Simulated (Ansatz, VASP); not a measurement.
# Na3TeF in two plane-wave programs, part 2 of 3

Aim: how closely do two programs agree when they are given the same cell, functional and k mesh? The cell is generated by rule, not measured, and may not be a known phase. The cell is taken from a series of runs on this material, whose earlier steps may have relaxed, scaled, displaced or heated it; both programs get it as it stands.

VASP 6.6.1 and Ansatz 0.2.0.

So far: The structure; VASP: zone-centre phonons, PBEsol.

**2. VASP: zone-centre phonons, PBEsol (continued)**

Level of this step: PBEsol; plane waves and PAW (Te, F, Na_pv); invented cell (VASP).

OUTCAR, selected parts (step 2):

```text
ion  position               nearest neighbor table
   1  0.000  0.000  0.000-
   2  0.500  0.500  0.500-   3 2.33   4 2.33   5 2.33   3 2.33   4 2.33   5 2.33
   3  0.500  0.500  0.000-   2 2.33   2 2.33
   4  0.500  0.000  0.500-   2 2.33   2 2.33
   5  0.000  0.500  0.500-   2 2.33   2 2.33

  LATTYP: Found a simple cubic cell.
 ALAT       =     4.6665272377

 Subroutine GETGRP returns: Found 48 space group operations
 (whereof 48 operations were pure point group operations)

The static configuration has the point symmetry O_h .

 Found     35 irreducible k-points:

   k-points           NKPTS =     35   k-points in BZ     NKDIM =     35   number of bands    NBANDS=     23

   dimension x,y,z NGX =    40 NGY =   40 NGZ =   40
   dimension x,y,z NGXF=    80 NGYF=   80 NGZF=   80

   ENCUT  =  600.0 eV  44.10 Ry    6.64 a.u.   9.32  9.32  9.32*2*pi/ulx,y,z

   NELECT =      34.0000    total number of electrons

 k-points in reciprocal lattice and weights: Automatic mesh
   0.00000000  0.00000000  0.00000000       0.002
   0.12500000  0.00000000  0.00000000       0.012
   0.25000000  0.00000000  0.00000000       0.012
   0.37500000  0.00000000  0.00000000       0.012
   0.50000000  0.00000000  0.00000000       0.006
   0.12500000  0.12500000  0.00000000       0.023
   0.25000000  0.12500000  0.00000000       0.047
   0.37500000  0.12500000  0.00000000       0.047
   0.50000000  0.12500000  0.00000000       0.023
[...]
0.50000000  0.50000000  0.37500000       0.012
   0.50000000  0.50000000  0.50000000       0.002

 average (electrostatic) potential at core
       1 -90.1114       2 -76.8672       3 -46.4959       4 -46.4959       5 -46.4959

  Total        0.0115306      0.0115306      0.0115306     -0.0000000     -0.0000000     -0.0000000
  in kB        0.1817939      0.1817939      0.1817939     -0.0000000     -0.0000000     -0.0000000
  external PRESSURE =       0.1817939 kB  Pullay stress =       0.0000000 kB

  energy-cutoff  :      600.00
  volume of cell :      101.62
      direct lattice vectors                 reciprocal lattice vectors
     4.666527238  0.000000000  0.000000000     0.214292117  0.000000000  0.000000000
[...]
2     0.00000     0.77647     0.00000
    3     0.00000    -0.00000     1.30479
 ion    5
    1     0.77647     0.00000    -0.00000
    2    -0.00000     1.30479     0.00000
    3     0.00000    -0.00000     1.30479

 Eigenvectors and eigenvalues of the dynamical matrix
 ----------------------------------------------------

   1 f  =    7.309313 THz    45.925770 2PiTHz  243.812449 cm-1    30.228877 meV
             X         Y         Z           dx          dy          dz
      0.000000  0.000000  0.000000    -0.048222    0.008588    0.000000
      2.333264  2.333264  2.333264     0.730586   -0.130120   -0.000000
      2.333264  2.333264  0.000000     0.055311   -0.009851    0.000000
      2.333264  0.000000  2.333264     0.055311    0.116389    0.000000
      0.000000  2.333264  2.333264    -0.653495   -0.009851   -0.000000

   2 f  =    7.309313 THz    45.925770 2PiTHz  243.812449 cm-1    30.228877 meV
             X         Y         Z           dx          dy          dz
      0.000000  0.000000  0.000000     0.000000   -0.000000    0.048980
      2.333264  2.333264  2.333264    -0.000000    0.000000   -0.742083
      2.333264  2.333264  0.000000    -0.000000    0.000000    0.663778
      2.333264  0.000000  2.333264    -0.000000   -0.000000   -0.056181
      0.000000  2.333264  2.333264     0.000000    0.000000   -0.056181

   3 f  =    7.309313 THz    45.925770 2PiTHz  243.812449 cm-1    30.228877 meV
             X         Y         Z           dx          dy          dz
      0.000000  0.000000  0.000000     0.008588    0.048222    0.000000
      2.333264  2.333264  2.333264    -0.130120   -0.730586    0.000000
      2.333264  2.333264  0.000000    -0.009851   -0.055311   -0.000000
      2.333264  0.000000  2.333264    -0.009851    0.653495   -0.000000
      0.000000  2.333264  2.333264     0.116389   -0.055311    0.000000

   4 f  =    5.641417 THz    35.446071 2PiTHz  188.177431 cm-1    23.331017 meV
             X         Y         Z           dx          dy          dz
      0.000000  0.000000  0.000000    -0.007292    0.006406    0.014471
      2.333264  2.333264  2.333264     0.222542   -0.195504   -0.441631
      2.333264  2.333264  0.000000    -0.198791    0.174639   -0.428018
      2.333264  0.000000  2.333264    -0.198791   -0.189478    0.394498
      0.000000  2.333264  2.333264     0.215682    0.174639    0.394498

   5 f  =    5.641417 THz    35.446071 2PiTHz  188.177431 cm-1    23.331017 meV
             X         Y         Z           dx          dy          dz
      0.000000  0.000000  0.000000    -0.012958   -0.011564   -0.001410
      2.333264  2.333264  2.333264     0.395452    0.352916    0.043040
      2.333264  2.333264  0.000000    -0.353248   -0.315251    0.041714
      2.333264  0.000000  2.333264    -0.353248    0.342037   -0.038447
      0.000000  2.333264  2.333264     0.383263   -0.315251   -0.038447

   6 f  =    5.641417 THz    35.446071 2PiTHz  188.177431 cm-1    23.331017 meV
             X         Y         Z           dx          dy          dz
      0.000000  0.000000  0.000000     0.009086   -0.011352    0.009604
      2.333264  2.333264  2.333264    -0.277268    0.346429   -0.293077
      2.333264  2.333264  0.000000     0.247677   -0.309457   -0.284043
      2.333264  0.000000  2.333264     0.247677    0.335750    0.261799
      0.000000  2.333264  2.333264    -0.268721   -0.309457    0.261799

   7 f  =    3.679284 THz    23.117626 2PiTHz  122.727720 cm-1    15.216291 meV
             X         Y         Z           dx          dy          dz
      0.000000  0.000000  0.000000    -0.000000   -0.000000    0.000000
      2.333264  2.333264  2.333264     0.000000    0.000000   -0.000000
      2.333264  2.333264  0.000000     0.587820    0.393001   -0.000000
      2.333264  0.000000  2.333264    -0.587820    0.000000   -0.004231
      0.000000  2.333264  2.333264     0.000000   -0.393001    0.004231

   8 f  =    3.679284 THz    23.117626 2PiTHz  122.727720 cm-1    15.216291 meV
             X         Y         Z           dx          dy          dz
      0.000000  0.000000  0.000000     0.000000   -0.000000    0.000000
      2.333264  2.333264  2.333264    -0.000000    0.000000   -0.000000
      2.333264  2.333264  0.000000    -0.003594   -0.002236   -0.000000
      2.333264  0.000000  2.333264     0.003594    0.000000   -0.707094
      0.000000  2.333264  2.333264    -0.000000    0.002236    0.707094

   9 f  =    3.679284 THz    23.117626 2PiTHz  122.727720 cm-1    15.216291 meV
             X         Y         Z           dx          dy          dz
      0.000000  0.000000  0.000000     0.000000    0.000000    0.000000
      2.333264  2.333264  2.333264    -0.000000   -0.000000    0.000000
      2.333264  2.333264  0.000000     0.393007   -0.587831    0.000000
      2.333264  0.000000  2.333264    -0.393007   -0.000000   -0.000139
      0.000000  2.333264  2.333264    -0.000000    0.587831    0.000139

  10 f  =    3.248462 THz    20.410687 2PiTHz  108.357020 cm-1    13.434552 meV
             X         Y         Z           dx          dy          dz
      0.000000  0.000000  0.000000     0.391239   -0.503554    0.032383
      2.333264  2.333264  2.333264    -0.173161    0.222871   -0.014333
      2.333264  2.333264  0.000000    -0.247509    0.318563   -0.021881
      2.333264  0.000000  2.333264    -0.247509    0.340246   -0.020486
      0.000000  2.333264  2.333264    -0.264356    0.318563   -0.020486

  11 f  =    3.248462 THz    20.410687 2PiTHz  108.357020 cm-1    13.434552 meV
             X         Y         Z           dx          dy          dz
      0.000000  0.000000  0.000000    -0.504212   -0.391730    0.000324
      2.333264  2.333264  2.333264     0.223163    0.173378   -0.000143
      2.333264  2.333264  0.000000     0.318980    0.247820   -0.000219
      2.333264  0.000000  2.333264     0.318980    0.264688   -0.000205
      0.000000  2.333264  2.333264     0.340691    0.247820   -0.000205

  12 f  =    3.248462 THz    20.410687 2PiTHz  108.357020 cm-1    13.434552 meV
             X         Y         Z           dx          dy          dz
      0.000000  0.000000  0.000000    -0.019612    0.025771    0.637679
      2.333264  2.333264  2.333264     0.008680   -0.011406   -0.282235
      2.333264  2.333264  0.000000     0.012407   -0.016303   -0.430872
      2.333264  0.000000  2.333264     0.012407   -0.017413   -0.403414
      0.000000  2.333264  2.333264     0.013251   -0.016303   -0.403414

  13 f/i=    0.024868 THz     0.156248 2PiTHz    0.829497 cm-1     0.102845 meV
             X         Y         Z           dx          dy          dz
      0.000000  0.000000  0.000000    -0.573653    0.510429   -0.000016
      2.333264  2.333264  2.333264    -0.219933    0.195694   -0.000006
      2.333264  2.333264  0.000000    -0.245554    0.218491   -0.000007
      2.333264  0.000000  2.333264    -0.245554    0.218100   -0.000007
      0.000000  2.333264  2.333264    -0.245115    0.218491   -0.000007

  14 f/i=    0.024868 THz     0.156248 2PiTHz    0.829497 cm-1     0.102845 meV
             X         Y         Z           dx          dy          dz
      0.000000  0.000000  0.000000    -0.508662   -0.571665    0.063856
      2.333264  2.333264  2.333264    -0.195016   -0.219171    0.024482
      2.333264  2.333264  0.000000    -0.217734   -0.244703    0.027285
      2.333264  0.000000  2.333264    -0.217734   -0.244265    0.027334
      0.000000  2.333264  2.333264    -0.217345   -0.244703    0.027334

  15 f/i=    0.024868 THz     0.156248 2PiTHz    0.829497 cm-1     0.102845 meV
             X         Y         Z           dx          dy          dz
      0.000000  0.000000  0.000000     0.042436    0.047716    0.765204
      2.333264  2.333264  2.333264     0.016269    0.018294    0.293372
      2.333264  2.333264  0.000000     0.018165    0.020425    0.326962
      2.333264  0.000000  2.333264     0.018165    0.020389    0.327548
      0.000000  2.333264  2.333264     0.018132    0.020425    0.327548

 MACROSCOPIC STATIC DIELECTRIC TENSOR IONIC CONTRIBUTION
 ------------------------------------------------------
           6.260103     0.000000    -0.000000
           0.000000     6.260103     0.000000
          -0.000000     0.000000     6.260103
 ------------------------------------------------------

 ELASTIC MODULI CONTR FROM IONIC RELAXATION (kBar)
 Direction    XX          YY          ZZ          XY          YZ          ZX
 --------------------------------------------------------------------------------
 XX           0.0000      0.0000      0.0000      0.0000      0.0000      0.0000
 YY           0.0000      0.0000      0.0000      0.0000      0.0000      0.0000
 ZZ           0.0000      0.0000      0.0000      0.0000      0.0000      0.0000
 XY           0.0000      0.0000      0.0000      0.0000      0.0000      0.0000
 YZ           0.0000      0.0000      0.0000      0.0000      0.0000      0.0000
 ZX           0.0000      0.0000      0.0000      0.0000      0.0000      0.0000
 --------------------------------------------------------------------------------

 PIEZOELECTRIC TENSOR IONIC CONTR  for field in x, y, z        (C/m^2)
          XX          YY          ZZ          XY          YZ          ZX
  --------------------------------------------------------------------------------
  x     0.00000     0.00000     0.00000     0.00000     0.00000     0.00000
  y     0.00000     0.00000     0.00000     0.00000     0.00000     0.00000
  z     0.00000     0.00000     0.00000     0.00000     0.00000     0.00000
```

(Part 2 of 3 ends here.)

[Lines on the potential files, build, host, timing and source positions are cut from VASP's logs without a mark.]

[Logs are printed without paths, hosts, clocks, repeated set-up lines and the standing remarks that a program may print on its own settings, such as how far it seeks lower states.]

[Hosts, paths, dates, database ids (printed as entryN), source tags and the programs' standing remarks are cut or masked in the printed files.]
